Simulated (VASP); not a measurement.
# VMo2 (Fm-3m) in VASP: single point with r2SCAN

Aim: the single point of VMo2 with r2SCAN.

Program: VASP 6.6.1. These are calculated values, not measurements. Logs are shortened: lines on timing, memory, paths and dates and some standing lists are left out, and cuts for length are marked.

## Step 1: Starting point

Symmetry: Fm-3m, No. 225, cubic system. Conventional cell: a = 5.597 Å, b = 5.597 Å, c = 5.597 Å, α = 90.00°, β = 90.00°, γ = 90.00°. V (site symmetry m-3m) has 8 Mo at 2.42 Å as nearest neighbours. Mo (site symmetry -43m) is surrounded by 4 V at 2.42 Å.

The cell was built by a generator and needn't be a form met in nature.

## Step 2: Single point, r2SCAN

File POSCAR:

```
VMo2
1.0
    0.0000000000      2.7986040800      2.7986040800
    2.7986040800      0.0000000000      2.7986040800
    2.7986040800      2.7986040800      0.0000000000
V Mo
1 2
Direct
    0.0000000000      0.0000000000      0.0000000000
    0.2500000000      0.2500000000      0.2500000000
    0.7500000000      0.7500000000      0.7500000000
```

File INCAR.step1:

```
PREC = Accurate ; ENCUT = 520
ISMEAR = -1 ; SIGMA = 0.0152
LREAL = F ; LASPH = T
NELM = 100 ; NBANDS = 28
GGA = PE ; ALGO = Normal
EDIFF = 1E-4 ; LWAVE = T
LCHARG = F
```

File INCAR.step2:

```
PREC = Accurate ; ENCUT = 520
EDIFF = 1E-7 ; ISMEAR = -1
SIGMA = 0.0152 ; LREAL = F
LASPH = T ; NELM = 100
ALGO = Normal ; ISIF = 2
LWAVE = F ; LCHARG = F
METAGGA = R2SCAN ; LMIXTAU = T
NBANDS = 28 ; ISTART = 1
```

File KPOINTS:

```
regular mesh
0
Gamma
  10 10 10
```

Potentials or basis: VASP PAW PBE potentials, release 64 (V_sv, Mo_sv).

The run is started by

```bash
> cat potpaw_PBE.64/V_sv/POTCAR potpaw_PBE.64/Mo_sv/POTCAR > POTCAR
> cp INCAR.step1 INCAR
> mpirun -np 1 vasp_std > vasp.out
> cp INCAR.step2 INCAR
> mpirun -np 1 vasp_std > vasp.out
```

OUTCAR:

```text
PREC = Accurate
   ENCUT = 520
   EDIFF = 1E-7
   ISMEAR = -1
   LREAL = F
   LASPH = T
   NELM = 100
   ISIF = 2
   METAGGA = R2SCAN
   ISTART = 1

 ion  position               nearest neighbor table
   1  0.000  0.000  0.000-   3 2.42   3 2.42   3 2.42   2 2.42   2 2.42   2 2.42   3 2.42   2 2.42

   2  0.250  0.250  0.250-   1 2.42   1 2.42   1 2.42   1 2.42   3 2.80   3 2.80   3 2.80   3 2.80
                             3 2.80   3 2.80
   3  0.750  0.750  0.750-   1 2.42   1 2.42   1 2.42   1 2.42   2 2.80   2 2.80   2 2.80   2 2.80
                             2 2.80   2 2.80

  LATTYP: Found a face centered cubic cell.
 ALAT       =     5.5972081600

  Lattice vectors:

 A1 = (   0.0000000000,   2.7986040800,   2.7986040800)
 A2 = (   2.7986040800,   0.0000000000,   2.7986040800)
 A3 = (   2.7986040800,   2.7986040800,   0.0000000000)

Analysis of symmetry for initial positions (statically):
=====================================================================
 Subroutine PRICEL returns:
 Original cell was already a primitive cell.

 Routine SETGRP: Setting up the symmetry group for a
 face centered cubic supercell.

 Subroutine GETGRP returns: Found 48 space group operations
 (whereof 48 operations were pure point group operations)
 out of a pool of 48 trial point group operations.

The static configuration has the point symmetry O_h .

Analysis of symmetry for dynamics (positions and initial velocities):
=====================================================================
 Subroutine PRICEL returns:
 Original cell was already a primitive cell.

 Routine SETGRP: Setting up the symmetry group for a
 face centered cubic supercell.

 Subroutine GETGRP returns: Found 48 space group operations
 (whereof 48 operations were pure point group operations)
 out of a pool of 48 trial point group operations.

The dynamic configuration has the point symmetry O_h .

 Subroutine INISYM returns: Found 48 space group operations
 (whereof 48 operations are pure point group operations),
 and found     1 'primitive' translations

----------------------------------------------------------------------------------------

                                     Primitive cell

  volume of cell :      43.8384

  direct lattice vectors                    reciprocal lattice vectors
     0.000000000  2.798604080  2.798604080    -0.178660498  0.178660498  0.178660498
     2.798604080  0.000000000  2.798604080     0.178660498 -0.178660498  0.178660498
     2.798604080  2.798604080  0.000000000     0.178660498  0.178660498 -0.178660498

  length of vectors
     3.957823846  3.957823846  3.957823846     0.309449061  0.309449061  0.309449061

  position of ions in fractional coordinates (direct lattice)
     0.000000000  0.000000000  0.000000000
     0.250000000  0.250000000  0.250000000
     0.750000000  0.750000000  0.750000000

  ion indices of the primitive-cell ions
   primitive index   ion index
                 1           1
                 2           2
                 3           3

----------------------------------------------------------------------------------------

 KPOINTS: regular mesh

Automatic generation of k-mesh.
 Grid dimensions read from file:
 generate k-points for:   10   10   10

 Generating k-lattice:

  Cartesian coordinates                     Fractional coordinates (reciprocal lattice)
    -0.017866050  0.017866050  0.017866050     0.100000000  0.000000000  0.000000000
     0.017866050 -0.017866050  0.017866050     0.000000000  0.100000000  0.000000000
     0.017866050  0.017866050 -0.017866050     0.000000000  0.000000000  0.100000000

  Length of vectors
     0.030944906  0.030944906  0.030944906

  Shift w.r.t. Gamma in fractional coordinates (k-lattice)
     0.000000000  0.000000000  0.000000000

 Subroutine IBZKPT returns following result:
 ===========================================

 Found     47 irreducible k-points:

 Following reciprocal coordinates:
            Coordinates               Weight
  0.000000  0.000000  0.000000      1.000000
  0.100000  0.000000  0.000000      8.000000
  0.200000  0.000000  0.000000      8.000000
  0.300000  0.000000  0.000000      8.000000
  0.400000  0.000000  0.000000      8.000000
  0.500000  0.000000  0.000000      4.000000
[... 16 lines left out ...]
  0.300000  0.300000  0.000000      6.000000
  0.400000  0.300000  0.000000     24.000000
 [... further k-points ...]
   k-points           NKPTS =     47   k-points in BZ     NKDIM =     47   number of bands    NBANDS=     28
   number of dos      NEDOS =    301   number of ions     NIONS =      3
   total plane-waves  NPLWV =  27000
   dimension x,y,z NGX =    30 NGY =   30 NGZ =   30
   dimension x,y,z NGXF=    60 NGYF=   60 NGZF=   60
   ions per type =               1   2
   NGX,Y,Z   is equivalent  to a cutoff of  12.60, 12.60, 12.60 a.u.
   NGXF,Y,Z  is equivalent  to a cutoff of  25.20, 25.20, 25.20 a.u.
 SYSTEM =  unknown system
   PREC   = accura    normal or accurate (medium, high low for compatibility)
   ISTART =      1    job   : 0-new  1-cont  2-samecut
   ICHARG =      0    charge: 1-file 2-atom 10-const
   ISPIN  =      1    spin polarized calculation?
   LNONCOLLINEAR =      F non collinear calculations
   LSORBIT =      F    spin-orbit coupling
   LASPH  =      T    aspherical Exc in radial PAW
   ENCUT  =  520.0 eV  38.22 Ry    6.18 a.u.   7.36  7.36  7.36*2*pi/ulx,y,z
   NELM   =    100;   NELMIN=  2; NELMDL=  0     # of ELM steps
   EDIFF  = 0.1E-06   stopping-criterion for ELM
   LREAL  =      F    real-space projection
   EDIFFG = 0.1E-05   stopping-criterion for IOM
   NSW    =      0    number of steps for IOM
   IBRION =     -1    ionic relax: 0-MD 1-quasi-New 2-CG
   NFREE  =      0    steps in history (QN), initial steepest desc. (CG)
   ISIF   =      2    stress and relaxation
   ISYM   =      2    0-nonsym 1-usesym 2-fastsym
   POTIM  = 0.5000    time-step for ionic-motion
   TEBEG  =    0.0;   TEEND  =   0.0 temperature during run
   PSTRESS=    0.0 pullay stress
   NELECT =      41.0000    total number of electrons
   NUPDOWN=      -1.0000    fix difference up-down
   EMIN   =  10.00;   EMAX   =-10.00  energy-range for DOS
   EFERMI =   0.00;   METHOD = LEGACY
   ISMEAR =    -1;   SIGMA  =   0.02  broadening in eV -4-tet -1-fermi 0-gaus
   EFERMI_NEDOS =   21; number of points for ismear=-14 and -15
   IALGO  =     38    algorithm
   IMIX   =      4    mixing-type and parameters
     AMIX     =   0.40;   BMIX     =  1.00
     AMIX_MAG =   1.60;   BMIX_MAG =  1.00
  volume/ion in A,a.u.               =      14.61        98.61
  Fermi-wavevector in a.u.,A,eV,Ry     =   1.600975  3.025405 34.873394  2.563122
  Thomas-Fermi vector in A             =   2.698027
   LORBIT       =      0    0 simple, 1 ext, 2 COOP (PROOUT), +10 PAW based schemes
   METAGGA = R2SCAN    functional components
   LHFCALC =     F    Hartree Fock is set to
   AEXX    =    0.0000 exact exchange contribution
   IVDW    =     0    specifies the selected vdW correction
   LEPSILON=     F    determine dielectric tensor
   LRPA    =     F    only Hartree local field effects (RPA)
 non-spin polarized calculation
  energy-cutoff  :      520.00
  volume of cell :       43.84
 maximum number of plane-waves:      1243
 NGX is ok and might be reduce to    30
   NGX = 15   NGY = 15   NGZ = 15

 number of electron      41.0000007 magnetization

 Free energy of the ion-electron system (eV)
  ---------------------------------------------------
  ext. energy  EPLUGINS =         0.00000000
  ---------------------------------------------------
  free energy    TOTEN  =       -62.96486554 eV

  energy without entropy =      -62.96237810  energy(sigma->0) =      -62.96362182

 E-fermi :  11.7486     XC(G=0): -14.2472

 val. band max:       11.7336788822   @ k =   0.5000   0.3000   0.1000
 cond. band min:      11.7538744895   @ k =   0.4000   0.2000   0.0000
 fundamental gap:      0.0201956073
 Fermi energy:        11.7485938416

 k-point     1 :       0.0000    0.0000    0.0000
  band No.  band energies     occupation
      1     -54.1220      2.00000
      2     -50.6186      2.00000
      3     -50.3768      2.00000
      4     -27.0899      2.00000
      5     -27.0899      2.00000
      6     -27.0899      2.00000
[... 20 lines left out ...]
     27      16.7793      0.00000
     28      16.7793      0.00000

 k-point     2 :       0.1000    0.0000    0.0000
  band No.  band energies     occupation
      1     -54.1190      2.00000
      2     -50.6156      2.00000
      3     -50.3840      2.00000
      4     -27.0971      2.00000
      5     -27.0971      2.00000
      6     -27.0935      2.00000
[... 20 lines left out ...]
     27      16.7710      0.00000
     28      16.7710      0.00000

 k-point     3 :       0.2000    0.0000    0.0000
  band No.  band energies     occupation
      1     -54.1112      2.00000
      2     -50.6055      2.00000
      3     -50.4050      2.00000
      4     -27.1157      2.00000
      5     -27.1157      2.00000
      6     -27.0987      2.00000
[... 20 lines left out ...]
     27      16.6009      0.00000
     28      16.6009      0.00000

 k-point     4 :       0.3000    0.0000    0.0000
  band No.  band energies     occupation
      1     -54.1015      2.00000
      2     -50.5866      2.00000
      3     -50.4374      2.00000
      4     -27.1381      2.00000
      5     -27.1380      2.00000
      6     -27.0967      2.00000
[... 578 lines left out ...]
     27      16.0134      0.00000
     28      16.7418      0.00000

 k-point    23 :       0.3000    0.3000    0.0000
  band No.  band energies     occupation
      1     -54.0948      2.00000
      2     -50.5921      2.00000
      3     -50.4404      2.00000
      4     -27.2050      2.00000
      5     -27.2050      2.00000
      6     -27.0131      2.00000
[... 20 lines left out ...]
     27      15.9312      0.00000
     28      16.6522      0.00000

 k-point    24 :       0.4000    0.3000    0.0000
  band No.  band energies     occupation
      1     -54.0886      2.00000
      2     -50.5820      2.00000
      3     -50.4589      2.00000
      4     -27.2250      2.00000
      5     -27.2201      2.00000
      6     -27.0042      2.00000
[... 20 lines left out ...]
     27      15.7938      0.00000
     28      16.3898      0.00000

 [... further k-points ...]

------------------------ aborting loop because EDIFF is reached ----------------------------------------

  FORCE on cell =-STRESS in cart. coord.  units (eV):
  Direction    XX          YY          ZZ          XY          YZ          ZX
  --------------------------------------------------------------------------------------
  -------------------------------------------------------------------------------------
  Total       10.1076314     10.1076314     10.1076314      0.0000000      0.0000000     -0.0000000
  in kB      369.4074010    369.4074010    369.4074010      0.0000000      0.0000000     -0.0000000
  external PRESSURE =     369.4074010 kB  Pullay stress =       0.0000000 kB

 VOLUME and BASIS-vectors are now :
 -----------------------------------------------------------------------------
  energy-cutoff  :      520.00
  volume of cell :       43.84
      direct lattice vectors                 reciprocal lattice vectors
     0.000000000  2.798604080  2.798604080    -0.178660498  0.178660498  0.178660498
     2.798604080  0.000000000  2.798604080     0.178660498 -0.178660498  0.178660498
     2.798604080  2.798604080  0.000000000     0.178660498  0.178660498 -0.178660498

 POSITION                                       TOTAL-FORCE (eV/Angst)
 -----------------------------------------------------------------------------------
      0.00000      0.00000      0.00000         0.000000      0.000000     -0.000000
      1.39930      1.39930      1.39930         0.000000      0.000000      0.000000
      4.19791      4.19791      4.19791        -0.000000     -0.000000     -0.000000
 -----------------------------------------------------------------------------------
    total drift:                                0.000000     -0.000000      0.000000

  FREE ENERGIE OF THE ION-ELECTRON SYSTEM (eV)
  ---------------------------------------------------
  free  energy   TOTEN  =       -62.9648655372 eV

  energy  without entropy=      -62.9623781014  energy(sigma->0) =      -62.96362182
```

Run time: 3.9 min. Hardware: 1 thread of Intel Xeon Platinum 8259CL at 2.50GHz (Skylake/Cascade Lake), shared host; peak memory 0.2 GiB.

What came out:

- Free energy: -62.9649 eV
- Pressure: 36.9 GPa
- Band gap on the k mesh: none (metal or under the smearing width)

Levels at points of the mesh, in eV from the Fermi level:
```
           k point  band 17  band 18  band 19  band 20  band 21  band 22  band 23  band 24  band 25  band 26
(0.00, 0.00, 0.00)    -3.15    -3.15    -0.63    -0.63    -0.63     3.54     3.54     4.08     4.08     4.08
(0.50, 0.00, 0.00)    -2.19    -2.19    -2.10    -1.20    -1.20     0.16     0.16     1.42     3.38     3.38
(0.50, 0.50, 0.00)    -2.09    -2.09    -1.07     0.33     0.33     0.68     2.91     3.00     4.08     4.12
```

Caveat: a pressure of tens of GPa on the cell as given is suspect, and the run, the potentials or the cell itself is likely at fault; the PAW data sets were made with another functional, which shifts forces and pressure a little.
